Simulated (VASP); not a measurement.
# K3Pt2I10 (a cell with a defect) in VASP: further runs

One crystal, K3Pt2I10 (a cell with a defect), is run at these levels: PBEsol; tasks: single point.

Program: VASP 6.6.1. These are calculated values, not measurements. Logs are shortened: lines on timing, memory, paths and dates and some standing lists are left out, and cuts for length are marked.

### 1 Starting point

The cell holds a defect, 15 atoms: a = 7.907 Å, b = 7.907 Å, c = 11.525 Å, α = 90.00°, β = 90.00°, γ = 71.26°.

### 2 Single point, PBEsol

INCAR reads:

```
PREC = Accurate ; ENCUT = 520
EDIFF = 1E-6 ; ISMEAR = -1
SIGMA = 0.05 ; LREAL = Auto
LASPH = T ; NELM = 100
ALGO = Fast ; ISIF = 2
LWAVE = F ; LCHARG = F
GGA = PS ; NBANDS = 72
NELECT = 118.0
```

KPOINTS reads:

```
Automatic mesh
0
Gamma
  2 2 1
```

POSCAR reads:

```
K3Pt2I10
1.0
    6.4264670000     -4.6059980000      0.0000000000
    6.4264670000      4.6059980000      0.0000000000
    0.0000000000      0.0000000000     11.5249780000
K Pt I
3 2 10
Direct
    0.0706656507      0.5303488725      0.2354451349
    0.9093394841      0.4852837203      0.7440795115
    0.4529121926      0.8966162497      0.2557662149
   -0.0111957400     -0.0074614787      0.4905432357
    0.0014864504     -0.0019221486      0.0021692015
    0.7300676522      0.2983045467      0.5240790915
    0.3026459020      0.7006269693      0.4729466729
    0.7150236496      0.2987837815      0.9845571939
    0.2878950670      0.7117988550      0.0196963500
    0.1971308582      0.2258542750      0.5059011826
    0.2001644094      0.2184014994      0.0073926388
    0.7972792158      0.7980608054      0.5032200495
    0.7990338670      0.7885258295      0.0026637795
    0.9644854719      0.0437512467      0.2527206560
    0.0378929567      0.9660957045      0.7541446066
```

Potentials or basis: VASP PAW PBE potentials, release 64 (K_sv, Pt, I).

Run with:

```
cat potpaw_PBE.64/K_sv/POTCAR potpaw_PBE.64/Pt/POTCAR potpaw_PBE.64/I/POTCAR > POTCAR
mpirun -np 1 vasp_std > vasp.out
```

OUTCAR:

```text
PREC = Accurate
   ENCUT = 520
   EDIFF = 1E-6
   ISMEAR = -1
   LREAL = Auto
   LASPH = T
   NELM = 100
   ISIF = 2
   GGA = PS
   NELECT = 118.0

 ion  position               nearest neighbor table
   1  0.071  0.530  0.235-  11 3.52   9 3.57  13 3.63
   2  0.909  0.485  0.744-   6 3.46  12 3.63
   3  0.453  0.897  0.256-   7 3.36   9 3.53  14 3.66
   4  0.989  0.993  0.491-  12 2.48   6 2.65  14 2.77   7 2.80  10 2.85  15 3.06
   5  0.001  0.998  0.002-   9 2.65  13 2.65  11 2.70   8 2.71  15 2.88  14 2.91
   6  0.730  0.298  0.524-   4 2.65   2 3.46  10 3.56
   7  0.303  0.701  0.473-   4 2.80   3 3.36
   8  0.715  0.299  0.985-   5 2.71
   9  0.288  0.712  0.020-   5 2.65   3 3.53   1 3.57
  10  0.197  0.226  0.506-   4 2.85   6 3.56
  11  0.200  0.218  0.007-   5 2.70   1 3.52
  12  0.797  0.798  0.503-   4 2.48   2 3.63
  13  0.799  0.789  0.003-   5 2.65   1 3.63
  14  0.964  0.044  0.253-   4 2.77   5 2.91   3 3.66
  15  0.038  0.966  0.754-   5 2.88   4 3.06

  LATTYP: Found a base centered orthorhombic cell.
 ALAT       =     9.2119960000
 B/A-ratio  =     1.3952387734
 C/A-ratio  =     1.2510836957

  Lattice vectors:

 A1 = (  -6.4264670000,  -4.6059980000,   0.0000000000)
 A2 = (   6.4264670000,  -4.6059980000,   0.0000000000)
 A3 = (   0.0000000000,   0.0000000000,  11.5249780000)

Analysis of symmetry for initial positions (statically):
=====================================================================
 Subroutine PRICEL returns:
 Original cell was already a primitive cell.

 Routine SETGRP: Setting up the symmetry group for a
 base centered orthorhombic supercell.

 Subroutine GETGRP returns: Found  1 space group operations
 (whereof  1 operations were pure point group operations)
 out of a pool of  8 trial point group operations.

The static configuration has the point symmetry C_1 .

Analysis of symmetry for dynamics (positions and initial velocities):
=====================================================================
 Subroutine PRICEL returns:
 Original cell was already a primitive cell.

 Routine SETGRP: Setting up the symmetry group for a
 base centered orthorhombic supercell.

 Subroutine GETGRP returns: Found  1 space group operations
 (whereof  1 operations were pure point group operations)
 out of a pool of  8 trial point group operations.

The dynamic configuration has the point symmetry C_1 .

 Subroutine INISYM returns: Found  1 space group operations
 (whereof  1 operations are pure point group operations),
 and found     1 'primitive' translations

----------------------------------------------------------------------------------------

                                     Primitive cell

  volume of cell :     682.2855

  direct lattice vectors                    reciprocal lattice vectors
     6.426467000 -4.605998000  0.000000000     0.077803247 -0.108554107  0.000000000
     6.426467000  4.605998000  0.000000000     0.077803247  0.108554107  0.000000000
     0.000000000  0.000000000 11.524978000     0.000000000  0.000000000  0.086768062

  length of vectors
     7.906623532  7.906623532 11.524978000     0.133556503  0.133556503  0.086768062

  position of ions in fractional coordinates (direct lattice)
     0.070665651  0.530348872  0.235445135
     0.909339484  0.485283720  0.744079511
     0.452912193  0.896616250  0.255766215
     0.988804260  0.992538521  0.490543236
     0.001486450  0.998077851  0.002169202
     0.730067652  0.298304547  0.524079091
     0.302645902  0.700626969  0.472946673
     0.715023650  0.298783781  0.984557194
     0.287895067  0.711798855  0.019696350
     0.197130858  0.225854275  0.505901183
     0.200164409  0.218401499  0.007392639
     0.797279216  0.798060805  0.503220050
     0.799033867  0.788525830  0.002663779
     0.964485472  0.043751247  0.252720656
     0.037892957  0.966095704  0.754144607

  ion indices of the primitive-cell ions
   primitive index   ion index
                 1           1
                 2           2
                 3           3
                 4           4
                 5           5
                 6           6
                 7           7
                 8           8
                 9           9
                10          10
                11          11
                12          12
                13          13
                14          14
                15          15

----------------------------------------------------------------------------------------

 KPOINTS: Automatic mesh

Automatic generation of k-mesh.
 Grid dimensions read from file:
 generate k-points for:    2    2    1

 Generating k-lattice:

  Cartesian coordinates                     Fractional coordinates (reciprocal lattice)
     0.038901624 -0.054277054  0.000000000     0.500000000  0.000000000  0.000000000
     0.038901624  0.054277054  0.000000000     0.000000000  0.500000000  0.000000000
     0.000000000  0.000000000  0.086768062     0.000000000  0.000000000  1.000000000

  Length of vectors
     0.066778251  0.066778251  0.086768062

  Shift w.r.t. Gamma in fractional coordinates (k-lattice)
     0.000000000  0.000000000  0.000000000

 Subroutine IBZKPT returns following result:
 ===========================================

 Found      4 irreducible k-points:

 Following reciprocal coordinates:
            Coordinates               Weight
  0.000000  0.000000  0.000000      1.000000
  0.500000  0.000000  0.000000      1.000000
  0.000000  0.500000  0.000000      1.000000
  0.500000  0.500000  0.000000      1.000000
   k-points           NKPTS =      4   k-points in BZ     NKDIM =      4   number of bands    NBANDS=     72
   number of dos      NEDOS =    301   number of ions     NIONS =     15
   total plane-waves  NPLWV = 324000
   dimension x,y,z NGX =    60 NGY =   60 NGZ =   90
   dimension x,y,z NGXF=   120 NGYF=  120 NGZF=  180
   ions per type =               3   2  10
   NGX,Y,Z   is equivalent  to a cutoff of  12.62, 12.62, 12.98 a.u.
   NGXF,Y,Z  is equivalent  to a cutoff of  25.23, 25.23, 25.96 a.u.
 SYSTEM =  unknown system
   PREC   = accura    normal or accurate (medium, high low for compatibility)
   ISTART =      0    job   : 0-new  1-cont  2-samecut
   ICHARG =      2    charge: 1-file 2-atom 10-const
   ISPIN  =      1    spin polarized calculation?
   LNONCOLLINEAR =      F non collinear calculations
   LSORBIT =      F    spin-orbit coupling
   LASPH  =      T    aspherical Exc in radial PAW
   ENCUT  =  520.0 eV  38.22 Ry    6.18 a.u.  14.70 14.70 21.43*2*pi/ulx,y,z
   NELM   =    100;   NELMIN=  2; NELMDL= -5     # of ELM steps
   EDIFF  = 0.1E-05   stopping-criterion for ELM
   LREAL  =      T    real-space projection
   EDIFFG = 0.1E-04   stopping-criterion for IOM
   NSW    =      0    number of steps for IOM
   IBRION =     -1    ionic relax: 0-MD 1-quasi-New 2-CG
   NFREE  =      0    steps in history (QN), initial steepest desc. (CG)
   ISIF   =      2    stress and relaxation
   ISYM   =      2    0-nonsym 1-usesym 2-fastsym
   POTIM  = 0.5000    time-step for ionic-motion
   TEBEG  =    0.0;   TEEND  =   0.0 temperature during run
   PSTRESS=    0.0 pullay stress
   NELECT =     118.0000    total number of electrons
   NUPDOWN=      -1.0000    fix difference up-down
   EMIN   =  10.00;   EMAX   =-10.00  energy-range for DOS
   EFERMI =   0.00;   METHOD = LEGACY
   ISMEAR =    -1;   SIGMA  =   0.05  broadening in eV -4-tet -1-fermi 0-gaus
   EFERMI_NEDOS =   21; number of points for ismear=-14 and -15
   IALGO  =     68    algorithm
   IMIX   =      4    mixing-type and parameters
     AMIX     =   0.40;   BMIX     =  1.00
     AMIX_MAG =   1.60;   BMIX_MAG =  1.00
  volume/ion in A,a.u.               =      45.49       306.95
  Fermi-wavevector in a.u.,A,eV,Ry     =   0.912109  1.723636 11.319272  0.831943
  Thomas-Fermi vector in A             =   2.036467
   LORBIT       =      0    0 simple, 1 ext, 2 COOP (PROOUT), +10 PAW based schemes
   GGA     = PS    functional components
   LHFCALC =     F    Hartree Fock is set to
   AEXX    =    0.0000 exact exchange contribution
   IVDW    =     0    specifies the selected vdW correction
   LEPSILON=     F    determine dielectric tensor
   LRPA    =     F    only Hartree local field effects (RPA)
 non-spin polarized calculation
 RMM-DIIS sequential band-by-band and
  energy-cutoff  :      520.00
  volume of cell :      682.29
 maximum number of plane-waves:     18392
 NGX is ok and might be reduce to    60
   NGX = 29   NGY = 29   NGZ = 43

 number of electron     118.0000003 magnetization

 Free energy of the ion-electron system (eV)
  ---------------------------------------------------
  ext. energy  EPLUGINS =         0.00000000
  ---------------------------------------------------
  free energy    TOTEN  =       -42.98061189 eV

  energy without entropy =      -42.97963069  energy(sigma->0) =      -42.98012129

 E-fermi :   1.4059     XC(G=0):  -7.3470

 val. band max:        1.1032263588   @ k =   0.0000   0.0000   0.0000
 cond. band min:       1.7198368397   @ k =   0.5000   0.5000   0.0000
 fundamental gap:      0.6166104810
 Fermi energy:         1.4058961491

 k-point     1 :       0.0000    0.0000    0.0000
  band No.  band energies     occupation
      1     -28.7799      2.00000
      2     -28.7139      2.00000
      3     -28.6008      2.00000
      4     -12.3759      2.00000
      5     -12.3519      2.00000
      6     -12.3367      2.00000
[... 63 lines left out ...]
     70       6.4054      0.00000
     71       6.5104      0.00000
[... 220 lines left out ...]
     70       6.3414      0.00000
     71       6.6041      0.00000
 [bands above 71 left out]

------------------------ aborting loop because EDIFF is reached ----------------------------------------

  FORCE on cell =-STRESS in cart. coord.  units (eV):
  Direction    XX          YY          ZZ          XY          YZ          ZX
  --------------------------------------------------------------------------------------
  -------------------------------------------------------------------------------------
  Total        5.6688424      1.3685751      0.8188480     -2.3170273     -0.5128576     -0.7327373
  in kB       13.3118630      3.2137575      1.9228604     -5.4409610     -1.2043181     -1.7206509
  external PRESSURE =       6.1494936 kB  Pullay stress =       0.0000000 kB

 VOLUME and BASIS-vectors are now :
 -----------------------------------------------------------------------------
  energy-cutoff  :      520.00
  volume of cell :      682.29
      direct lattice vectors                 reciprocal lattice vectors
     6.426467000 -4.605998000  0.000000000     0.077803247 -0.108554107  0.000000000
     6.426467000  4.605998000  0.000000000     0.077803247  0.108554107  0.000000000
     0.000000000  0.000000000 11.524978000     0.000000000  0.000000000  0.086768062

 POSITION                                       TOTAL-FORCE (eV/Angst)
 -----------------------------------------------------------------------------------
      3.86240      2.11730      2.71350        -0.015347      0.066891      0.142772
      8.96250     -1.95320      8.57550         0.052999     -0.136200      0.115731
      8.67270      2.04370      2.94770         0.181758      0.140779     -0.075989
     12.73303      0.01720      5.65350         3.102059     -0.403329      0.973435
      6.42367      4.59030      0.02500         0.536145      0.572618      0.066104
      6.60880     -1.98870      6.04000        -0.524893      0.035385     -0.102976
      6.44750      1.83310      5.45070        -0.265137      0.652464     -0.052219
      6.51520     -1.91720     11.34700        -0.129861     -0.414304     -0.084000
      6.42450      1.95250      0.22700         0.024724     -0.026519      0.155961
      2.71830      0.13230      5.83050        -0.626897     -0.311772     -0.325010
      2.68990      0.08400      0.08520        -0.230032     -0.214655     -0.038312
     10.25240      0.00360      5.79960        -1.613103      0.035847     -0.220895
     10.20240     -0.04840      0.03070        -0.062442      0.051503      0.077645
      6.47940     -4.24090      2.91260        -0.251174     -0.244445     -0.386531
      6.45210      4.27530      8.69150        -0.178798      0.195736     -0.245716
 -----------------------------------------------------------------------------------
    total drift:                               -0.011000     -0.011525      0.002681

  FREE ENERGIE OF THE ION-ELECTRON SYSTEM (eV)
  ---------------------------------------------------
  free  energy   TOTEN  =       -42.9806118897 eV

  energy  without entropy=      -42.9796306882  energy(sigma->0) =      -42.98012129
```

Wall time 8.8 min (1 thread of Intel Xeon Platinum 8375C at 2.90GHz (Ice Lake), shared host); peak memory 0.71 GiB.

What came out:

```
Free energy            : -42.9806 eV
Largest force          : 3.276 eV/Å
Band gap on the k mesh : 0.62 eV, indirect (least direct gap 0.83 eV)
```

Forces in eV/Å, atoms in the order of the input:
```
K   -0.015  0.067  0.143
K    0.053 -0.136  0.116
K    0.182  0.141 -0.076
Pt   3.102 -0.403  0.973
Pt   0.536  0.573  0.066
I   -0.525  0.035 -0.103
I   -0.265  0.652 -0.052
I   -0.130 -0.414 -0.084
I    0.025 -0.027  0.156
I   -0.627 -0.312 -0.325
I   -0.230 -0.215 -0.038
I   -1.613  0.036 -0.221
I   -0.062  0.052  0.078
I   -0.251 -0.244 -0.387
I   -0.179  0.196 -0.246
```

Caveat: the cell carries a net charge on a neutralising background, which shifts energy and pressure; the cell is charged against a uniform background, so pressure and absolute levels hang on convention; the PAW data sets were made with another functional, which shifts forces and pressure a little; spin-orbit coupling is left out, which moves the levels of the heavy elements.

(Part 1 of 3 ends here.)
